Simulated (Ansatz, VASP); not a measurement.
# CuB12: VASP beside Ansatz

INCAR

```
SYSTEM = CuB12
PREC = Accurate
ENCUT = 600
EDIFF = 1E-6
ISMEAR = 0
SIGMA = 0.1
LREAL = .False.
LASPH = .True.
NELM = 60
ALGO = Fast
ISIF = 3
LWAVE = .False.
LCHARG = .False.
GGA = PE
IBRION = 2
NSW = 100
EDIFFG = -0.01
```

Contents of KPOINTS:

```
regular mesh
0
Gamma
  8 8 8
  0 0 0
```

Contents of POSCAR:

```
CuB12
1.0
    4.9863190211      0.0000000000      0.0000000000
    0.0000000000      4.9863190211      0.0000000000
    0.0000000000      0.0000000000      4.9863190211
Cu B
1 12
Direct
    0.5000000000      0.5000000000      0.5000000000
    0.2759538743      0.0000000000      0.0000000000
    0.7240461257      0.0000000000      0.0000000000
    0.0000000000      0.2759538743      0.0000000000
    0.0000000000      0.7240461257      0.0000000000
    0.0000000000      0.0000000000      0.2759538743
    0.0000000000      0.0000000000      0.7240461257
    0.1486742283      0.5000000000      0.5000000000
    0.8513257717      0.5000000000      0.5000000000
    0.5000000000      0.1486742283      0.5000000000
    0.5000000000      0.8513257717      0.5000000000
    0.5000000000      0.5000000000      0.1486742283
    0.5000000000      0.5000000000      0.8513257717
```

Input for Ansatz:

```yaml
crystal:
  lattice:
    - [4.9863190211, 0.0, 0.0]
    - [0.0, 4.9863190211, 0.0]
    - [0.0, 0.0, 4.9863190211]
  atoms:
    - { symbol: Cu, position: [0.5, 0.5, 0.5] }
    - { symbol: B, position: [0.2759538743, 0.0, 0.0] }
    - { symbol: B, position: [0.7240461257, 0.0, 0.0] }
    - { symbol: B, position: [0.0, 0.2759538743, 0.0] }
    - { symbol: B, position: [0.0, 0.7240461257, 0.0] }
    - { symbol: B, position: [0.0, 0.0, 0.2759538743] }
    - { symbol: B, position: [0.0, 0.0, 0.7240461257] }
    - { symbol: B, position: [0.1486742283, 0.5, 0.5] }
    - { symbol: B, position: [0.8513257717, 0.5, 0.5] }
    - { symbol: B, position: [0.5, 0.1486742283, 0.5] }
    - { symbol: B, position: [0.5, 0.8513257717, 0.5] }
    - { symbol: B, position: [0.5, 0.5, 0.1486742283] }
    - { symbol: B, position: [0.5, 0.5, 0.8513257717] }
basis:
  ecutwfc: 420
kpoints:
  mp_grid: { grid: [8, 8, 8] }
hamiltonian:
  xc: pbe
scf:
  occupations: { method: gaussian, width: 0.1 }
output:
  forces: true
  stress: true
  eigenvalues: true
relax:
  adjacent_minimum: "off"
  f_tol: 0.01
  max_steps: 80
  cell: { stress_tol: 0.05 }
```

Alike in both runs: task relaxation of cell and atoms; functional PBE; k mesh 8 × 8 × 8; occupations gaussian, width 0.1 eV; no spin polarisation.

|  | VASP | Ansatz |
| --- | --- | --- |
| version | VASP 6.6.1 | Ansatz 0.2.0 |
| potentials or method | VASP PAW PBE potentials, release 64 (Cu, B) | scalar-relativistic, plane waves, PAW |
| plane-wave cutoff (eV) | 600 | 420 |
| valence electrons in the cell | 47 | 55 |

|  | VASP | Ansatz | Ansatz less VASP |
| --- | --- | --- | --- |
| gap on the k mesh at the Fermi level, each at its own relaxed structure (eV) | none | none | - |
| relaxed volume (Å³/atom) | 9.68 | 9.71 | +0.028 |
| relaxed cell length with the largest relative difference (Å) | 5.011 | 5.016 | +0.0048 |
| energy change over the relaxation (meV/atom) | -3 | -4 | -0.4 |

A gap of «none» marks a metal or a gap that the smearing closes. The two sets of potentials don't hold the same shells in valence.
